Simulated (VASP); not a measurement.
Energy against volume of LiH (rock salt). Level of theory: vdW-DF-cx, VASP's PBE PAW potentials (set 64) (plane waves; VASP). Run with 520 eV cut-off, 11×11×11 Γ-centred mesh, Gaussian smearing of 0.050 eV, potentials Li_sv H.

```csv
V (Å³/atom),E (eV/atom)
7.941,-2.60175
8.187,-2.60308
8.432,-2.60274
8.678,-2.60097
```

Problem. Fit these four points and predict the energy of the run at 7.695 Å³/atom.

Solution. A cubic in V^(−2/3), the third-order Birch-Murnaghan form, passes through the four points with V0 = 8.25 Å³/atom and B0 = 35 GPa, and gives -2.5985 eV/atom there. The run gave -2.5985 eV/atom, -0.0 meV/atom from the fit; all five points give B0 = 35 GPa.

The compound is LiH in the rock salt structure. It was relaxed first.
